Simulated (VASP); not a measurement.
# Quasi-harmonic expansion of Cu (Copper) (Fm-3m), part 2 of 3

Aim: the thermal expansion and heat capacity of Cu (Copper) from phonons at several volumes. The start is a cell from a database of measured crystal structures.

VASP 6.6.1; PBEsol; plane waves and PAW (Cu).

So far. Step 8 (Static energy at fixed volume, volume scale 1.04): Little changed from the start: no atom moved by 0.005 Å and no cell edge by 0.1 %.

### Step 10. Static energy at fixed volume, volume scale 0.98

System of this step: Cu (Copper). Symmetry: Fm-3m, No. 225, cubic system. Conventional cell: a = 3.540 Å, b = 3.540 Å, c = 3.540 Å, α = 90.00°, β = 90.00°, γ = 90.00°. Cu has 12 Cu at 2.50 Å nearest.

Contents of INCAR:

```
SYSTEM = Cu
PREC = Accurate
ENCUT = 400
EDIFF = 1E-08
NELM = 100
ISMEAR = 1
SIGMA = 0.15
LREAL = .FALSE.
ALGO = Normal
GGA = PS
NBANDS = 11
LASPH = .TRUE.
LORBIT = 11
LWAVE = .FALSE.
LCHARG = .FALSE.
KPAR = 16
IBRION = 2
NSW = 30
ISIF = 4
EDIFFG = -0.002
```

Contents of POSCAR:

```
Cu
1.0
    0.0000000000      1.7700525534      1.7700525534
    1.7700525534      0.0000000000      1.7700525534
    1.7700525534      1.7700525534      0.0000000000
Cu
1
Direct
    0.0000000000      0.0000000000      0.0000000000
```

Contents of KPOINTS:

```
Automatic mesh
0
Gamma
16 16 16
0 0 0
```

The projector-augmented-wave data sets are Cu (PBE family, release 64).

Started as:

```
$ mpirun -np 16 vasp_std
```

It took 1.6 s on 16 MPI ranks of AMD EPYC 9R45, shared host; peak memory 1.4 GiB.

Little changed from the start: no atom moved by 0.005 Å and no cell edge by 0.1 %.

### Step 11. Force constants in the supercell, volume scale 0.98

System of this step: Cu (Copper). The cell holds 64 atoms: 64 Cu. Cell: a = 10.013 Å, b = 10.013 Å, c = 10.013 Å, α = 60.0°, β = 60.0°, γ = 60.0°. It derives from Cu (Copper), repeated 4×4×4.

Contents of INCAR:

```
SYSTEM = Cu
PREC = Accurate
ENCUT = 400
EDIFF = 1E-07
NELM = 100
ISMEAR = 1
SIGMA = 0.15
LREAL = Auto
ALGO = Normal
GGA = PS
LASPH = .TRUE.
LWAVE = .FALSE.
LCHARG = .FALSE.
KPAR = 16
IBRION = 6
NSW = 1
NFREE = 2
POTIM = 0.015
ISIF = 0
ADDGRID = .TRUE.
```

Contents of POSCAR:

```
Cu
1.0
    0.0000000000      7.0802102136      7.0802102136
    7.0802102136      0.0000000000      7.0802102136
    7.0802102136      7.0802102136      0.0000000000
Cu
64
Direct
    0.0000000000      0.0000000000      0.0000000000
    0.0000000000      0.0000000000      0.2500000000
    0.0000000000      0.0000000000      0.5000000000
    0.0000000000      0.0000000000      0.7500000000
    0.0000000000      0.2500000000      0.0000000000
    0.0000000000      0.2500000000      0.2500000000
    0.0000000000      0.2500000000      0.5000000000
    0.0000000000      0.2500000000      0.7500000000
    0.0000000000      0.5000000000      0.0000000000
    0.0000000000      0.5000000000      0.2500000000
    0.0000000000      0.5000000000      0.5000000000
    0.0000000000      0.5000000000      0.7500000000
    0.0000000000      0.7500000000      0.0000000000
    0.0000000000      0.7500000000      0.2500000000
    0.0000000000      0.7500000000      0.5000000000
    0.0000000000      0.7500000000      0.7500000000
    0.2500000000      0.0000000000      0.0000000000
    0.2500000000      0.0000000000      0.2500000000
    0.2500000000      0.0000000000      0.5000000000
    0.2500000000      0.0000000000      0.7500000000
    0.2500000000      0.2500000000      0.0000000000
    0.2500000000      0.2500000000      0.2500000000
    0.2500000000      0.2500000000      0.5000000000
    0.2500000000      0.2500000000      0.7500000000
    0.2500000000      0.5000000000      0.0000000000
    0.2500000000      0.5000000000      0.2500000000
    0.2500000000      0.5000000000      0.5000000000
    0.2500000000      0.5000000000      0.7500000000
    0.2500000000      0.7500000000      0.0000000000
    0.2500000000      0.7500000000      0.2500000000
    0.2500000000      0.7500000000      0.5000000000
    0.2500000000      0.7500000000      0.7500000000
    0.5000000000      0.0000000000      0.0000000000
    0.5000000000      0.0000000000      0.2500000000
    0.5000000000      0.0000000000      0.5000000000
    0.5000000000      0.0000000000      0.7500000000
    0.5000000000      0.2500000000      0.0000000000
    0.5000000000      0.2500000000      0.2500000000
    0.5000000000      0.2500000000      0.5000000000
    0.5000000000      0.2500000000      0.7500000000
    0.5000000000      0.5000000000      0.0000000000
    0.5000000000      0.5000000000      0.2500000000
    0.5000000000      0.5000000000      0.5000000000
    0.5000000000      0.5000000000      0.7500000000
    0.5000000000      0.7500000000      0.0000000000
    0.5000000000      0.7500000000      0.2500000000
    0.5000000000      0.7500000000      0.5000000000
    0.5000000000      0.7500000000      0.7500000000
    0.7500000000      0.0000000000      0.0000000000
    0.7500000000      0.0000000000      0.2500000000
    0.7500000000      0.0000000000      0.5000000000
    0.7500000000      0.0000000000      0.7500000000
    0.7500000000      0.2500000000      0.0000000000
    0.7500000000      0.2500000000      0.2500000000
    0.7500000000      0.2500000000      0.5000000000
    0.7500000000      0.2500000000      0.7500000000
    0.7500000000      0.5000000000      0.0000000000
    0.7500000000      0.5000000000      0.2500000000
    0.7500000000      0.5000000000      0.5000000000
    0.7500000000      0.5000000000      0.7500000000
    0.7500000000      0.7500000000      0.0000000000
    0.7500000000      0.7500000000      0.2500000000
    0.7500000000      0.7500000000      0.5000000000
    0.7500000000      0.7500000000      0.7500000000
```

Contents of KPOINTS:

```
Automatic mesh
0
Gamma
4 4 4
0 0 0
```

Started as:

```
$ mpirun -np 16 vasp_std
```

Wall time 20 min (16 MPI ranks); peak memory 50 GiB.

### Step 12. Static energy at fixed volume, volume scale 1.06

System of this step: Cu (Copper). The structure is cubic, space group Fm-3m (No. 225). Conventional cell: a = 3.634 Å, b = 3.634 Å, c = 3.634 Å, α = 90.00°, β = 90.00°, γ = 90.00°. Cu has 12 Cu at 2.57 Å nearest.

Contents of INCAR:

```
SYSTEM = Cu
PREC = Accurate
ENCUT = 400
EDIFF = 1E-08
NELM = 100
ISMEAR = 1
SIGMA = 0.15
LREAL = .FALSE.
ALGO = Normal
GGA = PS
NBANDS = 11
LASPH = .TRUE.
LORBIT = 11
LWAVE = .FALSE.
LCHARG = .FALSE.
KPAR = 16
IBRION = 2
NSW = 30
ISIF = 4
EDIFFG = -0.002
```

Contents of POSCAR:

```
Cu
1.0
    0.0000000000      1.8169630300      1.8169630300
    1.8169630300      0.0000000000      1.8169630300
    1.8169630300      1.8169630300      0.0000000000
Cu
1
Direct
    0.0000000000      0.0000000000      0.0000000000
```

Contents of KPOINTS:

```
Automatic mesh
0
Gamma
16 16 16
0 0 0
```

Started as:

```
$ mpirun -np 16 vasp_std
```

The job ended after 1.8 s (16 MPI ranks; peak memory 1.6 GiB; 21 s of CPU time).

### Step 13. Force constants in the supercell, volume scale 1.06

System of this step: Cu (Copper). The cell holds 64 atoms: 64 Cu. Its edges and angles: a = 10.278 Å, b = 10.278 Å, c = 10.278 Å, α = 60.0°, β = 60.0°, γ = 60.0°. It derives from Cu (Copper), repeated 4×4×4.

Contents of INCAR:

```
SYSTEM = Cu
PREC = Accurate
ENCUT = 400
EDIFF = 1E-07
NELM = 100
ISMEAR = 1
SIGMA = 0.15
LREAL = Auto
ALGO = Normal
GGA = PS
LASPH = .TRUE.
LWAVE = .FALSE.
LCHARG = .FALSE.
KPAR = 16
IBRION = 6
NSW = 1
NFREE = 2
POTIM = 0.015
ISIF = 0
ADDGRID = .TRUE.
```

Contents of POSCAR:

```
Cu
1.0
    0.0000000000      7.2678521200      7.2678521200
    7.2678521200      0.0000000000      7.2678521200
    7.2678521200      7.2678521200      0.0000000000
Cu
64
Direct
    0.0000000000      0.0000000000      0.0000000000
    0.0000000000      0.0000000000      0.2500000000
    0.0000000000      0.0000000000      0.5000000000
    0.0000000000      0.0000000000      0.7500000000
    0.0000000000      0.2500000000      0.0000000000
    0.0000000000      0.2500000000      0.2500000000
    0.0000000000      0.2500000000      0.5000000000
    0.0000000000      0.2500000000      0.7500000000
    0.0000000000      0.5000000000      0.0000000000
    0.0000000000      0.5000000000      0.2500000000
    0.0000000000      0.5000000000      0.5000000000
    0.0000000000      0.5000000000      0.7500000000
    0.0000000000      0.7500000000      0.0000000000
    0.0000000000      0.7500000000      0.2500000000
    0.0000000000      0.7500000000      0.5000000000
    0.0000000000      0.7500000000      0.7500000000
    0.2500000000      0.0000000000      0.0000000000
    0.2500000000      0.0000000000      0.2500000000
    0.2500000000      0.0000000000      0.5000000000
    0.2500000000      0.0000000000      0.7500000000
    0.2500000000      0.2500000000      0.0000000000
    0.2500000000      0.2500000000      0.2500000000
    0.2500000000      0.2500000000      0.5000000000
    0.2500000000      0.2500000000      0.7500000000
    0.2500000000      0.5000000000      0.0000000000
    0.2500000000      0.5000000000      0.2500000000
    0.2500000000      0.5000000000      0.5000000000
    0.2500000000      0.5000000000      0.7500000000
    0.2500000000      0.7500000000      0.0000000000
    0.2500000000      0.7500000000      0.2500000000
    0.2500000000      0.7500000000      0.5000000000
    0.2500000000      0.7500000000      0.7500000000
    0.5000000000      0.0000000000      0.0000000000
    0.5000000000      0.0000000000      0.2500000000
    0.5000000000      0.0000000000      0.5000000000
    0.5000000000      0.0000000000      0.7500000000
    0.5000000000      0.2500000000      0.0000000000
    0.5000000000      0.2500000000      0.2500000000
    0.5000000000      0.2500000000      0.5000000000
    0.5000000000      0.2500000000      0.7500000000
    0.5000000000      0.5000000000      0.0000000000
    0.5000000000      0.5000000000      0.2500000000
    0.5000000000      0.5000000000      0.5000000000
    0.5000000000      0.5000000000      0.7500000000
    0.5000000000      0.7500000000      0.0000000000
    0.5000000000      0.7500000000      0.2500000000
    0.5000000000      0.7500000000      0.5000000000
    0.5000000000      0.7500000000      0.7500000000
    0.7500000000      0.0000000000      0.0000000000
    0.7500000000      0.0000000000      0.2500000000
    0.7500000000      0.0000000000      0.5000000000
    0.7500000000      0.0000000000      0.7500000000
    0.7500000000      0.2500000000      0.0000000000
    0.7500000000      0.2500000000      0.2500000000
    0.7500000000      0.2500000000      0.5000000000
    0.7500000000      0.2500000000      0.7500000000
    0.7500000000      0.5000000000      0.0000000000
    0.7500000000      0.5000000000      0.2500000000
    0.7500000000      0.5000000000      0.5000000000
    0.7500000000      0.5000000000      0.7500000000
    0.7500000000      0.7500000000      0.0000000000
    0.7500000000      0.7500000000      0.2500000000
    0.7500000000      0.7500000000      0.5000000000
    0.7500000000      0.7500000000      0.7500000000
```

Contents of KPOINTS:

```
Automatic mesh
0
Gamma
4 4 4
0 0 0
```

Started as:

```
$ mpirun -np 16 vasp_std
```

Elapsed: 19 min, on 16 MPI ranks; peak memory 53 GiB.

### Step 14. Static energy at fixed volume, volume scale 1.08

System of this step: Cu (Copper). Symmetry: Fm-3m, No. 225, cubic system. The conventional cell has a = 3.657 Å, b = 3.657 Å, c = 3.657 Å, α = 90.00°, β = 90.00°, γ = 90.00°. Cu has 12 Cu at 2.59 Å nearest.

Contents of INCAR:

```
SYSTEM = Cu
PREC = Accurate
ENCUT = 400
EDIFF = 1E-08
NELM = 100
ISMEAR = 1
SIGMA = 0.15
LREAL = .FALSE.
ALGO = Normal
GGA = PS
NBANDS = 11
LASPH = .TRUE.
LORBIT = 11
LWAVE = .FALSE.
LCHARG = .FALSE.
KPAR = 16
IBRION = 2
NSW = 30
ISIF = 4
EDIFFG = -0.002
```

Contents of POSCAR:

```
Cu
1.0
    0.0000000000      1.8283193438      1.8283193438
    1.8283193438      0.0000000000      1.8283193438
    1.8283193438      1.8283193438      0.0000000000
Cu
1
Direct
    0.0000000000      0.0000000000      0.0000000000
```

Contents of KPOINTS:

```
Automatic mesh
0
Gamma
16 16 16
0 0 0
```

Started as:

```
$ mpirun -np 16 vasp_std
```

Run time: 1.8 s. Hardware: 16 MPI ranks; peak memory 1.5 GiB; 19 s of CPU time.

### Step 15. Comparing the runs

Times are for 16 MPI ranks of AMD EPYC 9R45, shared host. The runs compared:

| no. | volume scale | energy at zero smearing (eV) | pressure (GPa) | time | memory (GiB) |
| --- | --- | --- | --- | --- | --- |
| 1 | 0.98 | -4.305 | 3.515 | 1.6 s | 1.4 |
| 2 | 1 | -4.309 | -0.04901 | 1.4 s | 1.4 |
| 3 | 1.02 | -4.308 | -3.218 | 2 s | 1.6 |
| 4 | 1.04 | -4.303 | -6.034 | 1.8 s | 1.6 |
| 5 | 1.06 | -4.293 | -8.527 | 1.8 s | 1.6 |
| 6 | 1.08 | -4.281 | -10.74 | 1.8 s | 1.5 |

### Step 16. Force constants in the supercell, volume scale 1.08

System of this step: Cu (Copper). The cell holds 64 atoms: 64 Cu. Cell: a = 10.343 Å, b = 10.343 Å, c = 10.343 Å, α = 60.0°, β = 60.0°, γ = 60.0°. It derives from Cu (Copper), repeated 4×4×4.

Contents of INCAR:

```
SYSTEM = Cu
PREC = Accurate
ENCUT = 400
EDIFF = 1E-07
NELM = 100
ISMEAR = 1
SIGMA = 0.15
LREAL = Auto
ALGO = Normal
GGA = PS
LASPH = .TRUE.
LWAVE = .FALSE.
LCHARG = .FALSE.
KPAR = 16
IBRION = 6
NSW = 1
NFREE = 2
POTIM = 0.015
ISIF = 0
ADDGRID = .TRUE.
```

Contents of POSCAR:

```
Cu
1.0
    0.0000000000      7.3132773752      7.3132773752
    7.3132773752      0.0000000000      7.3132773752
    7.3132773752      7.3132773752      0.0000000000
Cu
64
Direct
    0.0000000000      0.0000000000      0.0000000000
    0.0000000000      0.0000000000      0.2500000000
    0.0000000000      0.0000000000      0.5000000000
    0.0000000000      0.0000000000      0.7500000000
    0.0000000000      0.2500000000      0.0000000000
    0.0000000000      0.2500000000      0.2500000000
    0.0000000000      0.2500000000      0.5000000000
    0.0000000000      0.2500000000      0.7500000000
    0.0000000000      0.5000000000      0.0000000000
    0.0000000000      0.5000000000      0.2500000000
    0.0000000000      0.5000000000      0.5000000000
    0.0000000000      0.5000000000      0.7500000000
    0.0000000000      0.7500000000      0.0000000000
    0.0000000000      0.7500000000      0.2500000000
    0.0000000000      0.7500000000      0.5000000000
    0.0000000000      0.7500000000      0.7500000000
    0.2500000000      0.0000000000      0.0000000000
    0.2500000000      0.0000000000      0.2500000000
    0.2500000000      0.0000000000      0.5000000000
    0.2500000000      0.0000000000      0.7500000000
    0.2500000000      0.2500000000      0.0000000000
    0.2500000000      0.2500000000      0.2500000000
    0.2500000000      0.2500000000      0.5000000000
    0.2500000000      0.2500000000      0.7500000000
    0.2500000000      0.5000000000      0.0000000000
    0.2500000000      0.5000000000      0.2500000000
    0.2500000000      0.5000000000      0.5000000000
    0.2500000000      0.5000000000      0.7500000000
    0.2500000000      0.7500000000      0.0000000000
    0.2500000000      0.7500000000      0.2500000000
    0.2500000000      0.7500000000      0.5000000000
    0.2500000000      0.7500000000      0.7500000000
    0.5000000000      0.0000000000      0.0000000000
    0.5000000000      0.0000000000      0.2500000000
    0.5000000000      0.0000000000      0.5000000000
    0.5000000000      0.0000000000      0.7500000000
    0.5000000000      0.2500000000      0.0000000000
    0.5000000000      0.2500000000      0.2500000000
    0.5000000000      0.2500000000      0.5000000000
    0.5000000000      0.2500000000      0.7500000000
    0.5000000000      0.5000000000      0.0000000000
    0.5000000000      0.5000000000      0.2500000000
    0.5000000000      0.5000000000      0.5000000000
    0.5000000000      0.5000000000      0.7500000000
    0.5000000000      0.7500000000      0.0000000000
    0.5000000000      0.7500000000      0.2500000000
    0.5000000000      0.7500000000      0.5000000000
    0.5000000000      0.7500000000      0.7500000000
    0.7500000000      0.0000000000      0.0000000000
    0.7500000000      0.0000000000      0.2500000000
    0.7500000000      0.0000000000      0.5000000000
    0.7500000000      0.0000000000      0.7500000000
    0.7500000000      0.2500000000      0.0000000000
    0.7500000000      0.2500000000      0.2500000000
    0.7500000000      0.2500000000      0.5000000000
    0.7500000000      0.2500000000      0.7500000000
    0.7500000000      0.5000000000      0.0000000000
    0.7500000000      0.5000000000      0.2500000000
    0.7500000000      0.5000000000      0.5000000000
    0.7500000000      0.5000000000      0.7500000000
    0.7500000000      0.7500000000      0.0000000000
    0.7500000000      0.7500000000      0.2500000000
    0.7500000000      0.7500000000      0.5000000000
    0.7500000000      0.7500000000      0.7500000000
```

Contents of KPOINTS:

```
Automatic mesh
0
Gamma
4 4 4
0 0 0
```

Started as:

```
$ mpirun -np 16 vasp_std
```

Wall time 18 min (16 MPI ranks); peak memory 53 GiB; 4.9 h of CPU time.

The vibrational free energy by temperature:

temperature (K), vibrational free energy (meV/atom) and a bar from the least value:
```
        0         27 ##############################
       40         27 ##############################
       80         25 ##############################
      120         20 ##############################
      160         13 #############################
      200          3 #############################
      240         -9 ############################
      280        -22 ############################
      320        -37 ###########################
      360        -52 ##########################
      400        -69 #########################
      440        -88 ########################
      480       -106 #######################
      520       -126 ######################
      560       -147 #####################
      600       -168 ####################
      640       -190 ###################
      680       -213 ##################
      720       -236 #################
      760       -260 ################
      800       -284 ###############
      840       -309 #############
      880       -334 ############
      920       -360 ###########
      960       -387 ##########
     1000       -413 ########
     1040       -440 #######
     1080       -468 ######
     1120       -496 ####
     1160       -524 ###
     1200       -553 #
     1240       -582
```

### Step 17. The series together

Times are for 16 MPI ranks of AMD EPYC 9R45, shared host. The runs compared:

| no. | volume scale | free energy 300 (meV/atom) | zero point energy (meV/atom) | highest frequency (cm⁻¹) | time | memory (GiB) |
| --- | --- | --- | --- | --- | --- | --- |
| 1 | 0.98 | -12.33 | 33.73 | 276.0 | 20 min | 50 |
| 2 | 1 | -15.57 | 32.39 | 263.6 | 21 min | 51 |
| 3 | 1.02 | -19.17 | 30.98 | 251.2 | 20 min | 51 |
| 4 | 1.04 | -22.56 | 29.69 | 239.3 | 20 min | 52 |
| 5 | 1.06 | -25.84 | 28.48 | 228.2 | 19 min | 53 |
| 6 | 1.08 | -29.04 | 27.33 | 217.3 | 18 min | 53 |

[end of part 2 of 3]

[Lines on the potential files, build, host, timing and source positions are cut from VASP's logs without a mark.]

[Logs are printed without paths, hosts, clocks, repeated set-up lines and the standing remarks that a program may print on its own settings, such as how far it seeks lower states.]

[Hosts, paths, dates, database ids (printed as entryN), source tags and the programs' standing remarks are cut or masked in the printed files.]

[In band tables of VASP the shares of atoms and orbitals are scaled to a sum of 1 inside the atoms' spheres.]
